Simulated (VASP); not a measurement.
# In2Te2O (P-3m1) in VASP: density of states with PBE

Aim: the density of states of In2Te2O with PBE.

All numbers are computed with VASP 6.6.1; they aren't measurements. Logs are shortened: lines on timing, memory, paths and dates and some standing lists are left out, and cuts for length are marked.

**1. The structure**

It takes space group P-3m1 (No. 164, trigonal). Conventional cell: a = 4.434 Å, b = 4.434 Å, c = 10.393 Å, α = 90.00°, β = 90.00°, γ = 120.00°. In (site symmetry 3m) has 1 O at 1.97 Å as nearest neighbours. Te (site symmetry 3m) is surrounded by 3 In at 2.87 Å. O (site symmetry -3m) has 2 In at 1.97 Å as nearest neighbours.

The cell was built by a generator and needn't be a form met in nature.

**2. Density of states, PBE**

Input file POSCAR:

```
In2Te2O
1.0
    4.4337180000      0.0000000000      0.0000000000
   -2.2168590000      3.8397130000      0.0000000000
    0.0000000000      0.0000000000     10.3929400000
In Te O
2 2 1
Direct
    0.0000000000      0.0000000000      0.8101560000
    0.0000000000      0.0000000000      0.1898440000
    0.3333330000      0.6666670000      0.3149000000
    0.6666670000      0.3333330000      0.6851000000
    0.0000000000      0.0000000000      0.0000000000
```

Input file INCAR.step1:

```
SYSTEM = In2Te2O
ALGO     = Normal         ! electronic algorithm
EDIFF    = 1E-7           ! SCF threshold, eV
ENCUT    = 520            ! plane-wave cutoff, eV
GGA      = PE             ! functional
ISIF     = 2              ! what is computed and relaxed
ISMEAR   = 0              ! smearing method
KPAR     = 2            
LASPH    = .True.         ! aspherical terms in the spheres
LCHARG   = .True.         ! write CHGCAR
LREAL    = .False.        ! projectors in reciprocal space
LWAVE    = .False.        ! write WAVECAR
NBANDS   = 30             ! bands
NELM     = 60             ! most SCF steps
PREC     = Accurate       ! precision mode
SIGMA    = 0.1            ! smearing width, eV
```

Input file KPOINTS.step1:

```
k-points
0
Gamma
  8 8 4
  0 0 0
```

Input file INCAR.step2:

```
SYSTEM = In2Te2O
ALGO     = Normal         ! electronic algorithm
EDIFF    = 1E-7           ! SCF threshold, eV
ENCUT    = 520            ! plane-wave cutoff, eV
GGA      = PE             ! functional
ICHARG   = 11             ! starting density
ISIF     = 2              ! what is computed and relaxed
ISMEAR   = -5             ! smearing method
KPAR     = 2            
LASPH    = .True.         ! aspherical terms in the spheres
LCHARG   = .False.        ! write CHGCAR
LORBIT   = 11             ! projections on sites
LREAL    = .False.        ! projectors in reciprocal space
LWAVE    = .False.        ! write WAVECAR
NBANDS   = 30             ! bands
NEDOS    = 2001           ! points of the DOS
NELM     = 60             ! most SCF steps
PREC     = Accurate       ! precision mode
SIGMA    = 0.1            ! smearing width, eV
```

Input file KPOINTS.step2:

```
k-points
0
Gamma
  12 12 6
  0 0 0
```

Potentials or basis: VASP PAW PBE potentials, release 64 (In_d, Te, O).

Started as:

```console
> cat potpaw_PBE.64/In_d/POTCAR potpaw_PBE.64/Te/POTCAR potpaw_PBE.64/O/POTCAR > POTCAR
> cp INCAR.step1 INCAR
> cp KPOINTS.step1 KPOINTS
> mpirun -np 2 vasp_std > vasp.out
> cp INCAR.step2 INCAR
> cp KPOINTS.step2 KPOINTS
> mpirun -np 2 vasp_std > vasp.out
```

OUTCAR:

```text
SYSTEM = In2Te2O
   EDIFF = 1E-7
   ENCUT = 520
   GGA = PE
   ICHARG = 11
   ISIF = 2
   ISMEAR = -5
   LASPH = .True.
   LORBIT = 11
   LREAL = .False.
   NELM = 60
   PREC = Accurate

 ion  position               nearest neighbor table
   1  0.000  0.000  0.810-   5 1.97   4 2.87   4 2.87   4 2.87   2 3.95
   2  0.000  0.000  0.190-   5 1.97   3 2.87   3 2.87   3 2.87   1 3.95
   3  0.333  0.667  0.315-   2 2.87   2 2.87   2 2.87
   4  0.667  0.333  0.685-   1 2.87   1 2.87   1 2.87
   5  0.000  0.000  0.000-   1 1.97   2 1.97

  LATTYP: Found a hexagonal cell.
 ALAT       =     4.4337180000
 C/A-ratio  =     2.3440687928

  Lattice vectors:

 A1 = (   4.4337180000,   0.0000000000,   0.0000000000)
 A2 = (  -2.2168590000,   3.8397130000,   0.0000000000)
 A3 = (   0.0000000000,   0.0000000000,  10.3929400000)

Analysis of symmetry for initial positions (statically):
=====================================================================
 Subroutine PRICEL returns:
 Original cell was already a primitive cell.

 Routine SETGRP: Setting up the symmetry group for a
 hexagonal supercell.

 Subroutine GETGRP returns: Found 12 space group operations
 (whereof 12 operations were pure point group operations)
 out of a pool of 24 trial point group operations.

The static configuration has the point symmetry D_3d.

Analysis of symmetry for dynamics (positions and initial velocities):
=====================================================================
 Subroutine PRICEL returns:
 Original cell was already a primitive cell.

 Routine SETGRP: Setting up the symmetry group for a
 hexagonal supercell.

 Subroutine GETGRP returns: Found 12 space group operations
 (whereof 12 operations were pure point group operations)
 out of a pool of 24 trial point group operations.

The dynamic configuration has the point symmetry D_3d.

 Subroutine INISYM returns: Found 12 space group operations
 (whereof 12 operations are pure point group operations),
 and found     1 'primitive' translations

----------------------------------------------------------------------------------------

                                     Primitive cell

  volume of cell :     176.9315

  direct lattice vectors                    reciprocal lattice vectors
     4.433718000  0.000000000  0.000000000     0.225544340  0.130218066  0.000000000
    -2.216859000  3.839713000  0.000000000     0.000000000  0.260436132  0.000000000
     0.000000000  0.000000000 10.392940000     0.000000000  0.000000000  0.096219164

  length of vectors
[... 99 lines left out ...]
   TEBEG  =    0.0;   TEEND  =   0.0 temperature during run
   PSTRESS=    0.0 pullay stress
   NELECT =      44.0000    total number of electrons
   NUPDOWN=      -1.0000    fix difference up-down
   EMIN   =  10.00;   EMAX   =-10.00  energy-range for DOS
   EFERMI =   0.00;   METHOD = LEGACY
   ISMEAR =    -5;   SIGMA  =   0.10  broadening in eV -4-tet -1-fermi 0-gaus
   EFERMI_NEDOS =   21; number of points for ismear=-14 and -15
   IALGO  =     38    algorithm
   IMIX   =      4    mixing-type and parameters
     AMIX     =   0.40;   BMIX     =  1.00
     AMIX_MAG =   1.60;   BMIX_MAG =  1.00
  volume/ion in A,a.u.               =      35.39       238.80
  Fermi-wavevector in a.u.,A,eV,Ry     =   1.029494  1.945462 14.420252  1.059859
  Thomas-Fermi vector in A             =   2.163545
   LORBIT       =     11    0 simple, 1 ext, 2 COOP (PROOUT), +10 PAW based schemes
   GGA     = PE    functional components
   LHFCALC =     F    Hartree Fock is set to
   AEXX    =    0.0000 exact exchange contribution
   IVDW    =     0    specifies the selected vdW correction
   LEPSILON=     F    determine dielectric tensor
   LRPA    =     F    only Hartree local field effects (RPA)
 non-spin polarized calculation
 Fermi weights with tetrahedron method with Bloechl corrections
  energy-cutoff  :      520.00
  volume of cell :      176.93
 maximum number of plane-waves:      4802
 NGX is ok and might be reduce to    36

 number of electron      44.0000011 magnetization

 Free energy of the ion-electron system (eV)
  ---------------------------------------------------
  ext. energy  EPLUGINS =         0.00000000
  ---------------------------------------------------
  free energy    TOTEN  =       -19.23548127 eV

  energy without entropy =      -19.23548127  energy(sigma->0) =      -19.23548127

 E-fermi :   2.1751     XC(G=0):  -7.8024

 val. band max:        2.1686142682   @ k =   0.0000   0.0000   0.0000
 cond. band min:       3.2121149786   @ k =   0.0000   0.0000   0.0000
 fundamental gap:      1.0435007105
 Fermi energy:         2.1751156963

 k-point     1 :       0.0000    0.0000    0.0000
  band No.  band energies     occupation
      1     -14.7589      2.00000
      2     -11.6463      2.00000
      3     -11.5082      2.00000
      4     -11.5082      2.00000
      5     -11.5075      2.00000
      6     -11.5075      2.00000
[... 781 lines left out ...]
     29       7.8706      0.00000
     30       8.8081      0.00000

 [... further k-points ...]
[... 5 lines left out ...]
  --------------------------------------------------------------------------------------
  -------------------------------------------------------------------------------------
  Total        0.0198477      0.0198477      0.0400146     -0.0000000      0.0000000      0.0000000
  in kB        0.1797278      0.1797279      0.3623464     -0.0000000      0.0000000      0.0000000
  external PRESSURE =       0.2406007 kB  Pullay stress =       0.0000000 kB

 VOLUME and BASIS-vectors are now :
 -----------------------------------------------------------------------------
  energy-cutoff  :      520.00
  volume of cell :      176.93
      direct lattice vectors                 reciprocal lattice vectors
     4.433718000  0.000000000  0.000000000     0.225544340  0.130218066  0.000000000
    -2.216859000  3.839713000  0.000000000     0.000000000  0.260436132  0.000000000
     0.000000000  0.000000000 10.392940000     0.000000000  0.000000000  0.096219164

 POSITION                                       TOTAL-FORCE (eV/Angst)
 -----------------------------------------------------------------------------------
      0.00000      0.00000      8.41990         0.000000     -0.000000     -0.001785
      0.00000      0.00000      1.97304         0.000000      0.000000      0.001785
     -0.00000      2.55981      3.27274         0.000000     -0.000000     -0.002685
      2.21686      1.27990      7.12020        -0.000000      0.000000      0.002685
      0.00000      0.00000      0.00000        -0.000000      0.000000     -0.000000
 -----------------------------------------------------------------------------------
    total drift:                                0.000000     -0.000000      0.000000

  FREE ENERGIE OF THE ION-ELECTRON SYSTEM (eV)
  ---------------------------------------------------
  free  energy   TOTEN  =       -19.2354812714 eV

  energy  without entropy=      -19.2354812714  energy(sigma->0) =      -19.23548127

 total charge

# of ion       s       p       d       tot
------------------------------------------
    1        0.789   0.648   9.936  11.373
    2        0.789   0.648   9.936  11.373
    3        1.380   1.990   0.018   3.387
    4        1.380   1.990   0.018   3.387
    5        1.551   3.434   0.000   4.986
--------------------------------------------------
tot          5.889   8.709  19.908  34.507
```

It took 5.4 min on 2 MPI ranks of Intel Xeon Platinum 8259CL at 2.50GHz (Skylake/Cascade Lake), shared host; peak memory 0.63 GiB.

What came out:

| Quantity | Value |
| --- | --- |
| Valence electrons inside the program's atomic spheres | In 11.37; Te 3.39; O 4.99 |

States per cell in windows of 1 eV (zero at the valence-band top; states under -8 eV left out):
| from (eV) | total | O5_p | Te3_p | Te4_p | In1_p | In2_p | In1_s |
| --- | --- | --- | --- | --- | --- | --- | --- |
| -8.0 | 0.00 | 0.00 | 0.00 | 0.00 | 0.00 | 0.00 | 0.00 |
| -7.0 | 0.00 | 0.00 | 0.00 | 0.00 | 0.00 | 0.00 | 0.00 |
| -6.0 | 1.52 | 0.26 | 0.06 | 0.06 | 0.01 | 0.01 | 0.31 |
| -5.0 | 1.64 | 0.16 | 0.11 | 0.11 | 0.04 | 0.04 | 0.25 |
| -4.0 | 0.70 | 0.00 | 0.07 | 0.07 | 0.01 | 0.01 | 0.10 |
| -3.0 | 2.83 | 0.44 | 0.30 | 0.30 | 0.19 | 0.19 | 0.04 |
| -2.0 | 6.48 | 1.03 | 0.84 | 0.84 | 0.28 | 0.28 | 0.02 |
| -1.0 | 4.88 | 1.47 | 0.60 | 0.60 | 0.05 | 0.05 | 0.01 |
| 0.0 | 0.00 | 0.00 | 0.00 | 0.00 | 0.00 | 0.00 | 0.00 |
| 1.0 | 0.38 | 0.00 | 0.04 | 0.04 | 0.00 | 0.00 | 0.05 |
| 2.0 | 2.71 | 0.07 | 0.30 | 0.30 | 0.05 | 0.05 | 0.31 |
| 3.0 | 1.63 | 0.09 | 0.11 | 0.11 | 0.08 | 0.08 | 0.09 |
| 4.0 | 3.67 | 0.15 | 0.14 | 0.14 | 0.28 | 0.28 | 0.02 |
| 5.0 | 3.67 | 0.10 | 0.11 | 0.11 | 0.41 | 0.41 | 0.01 |
| 6.0 | 3.50 | 0.14 | 0.12 | 0.12 | 0.26 | 0.26 | 0.01 |
| 7.0 | 0.42 | 0.03 | 0.02 | 0.02 | 0.02 | 0.02 | 0.00 |

Caveat: this functional lacks dispersion, which binds the layers, so the pressure and a relaxed spacing across them are unreliable.
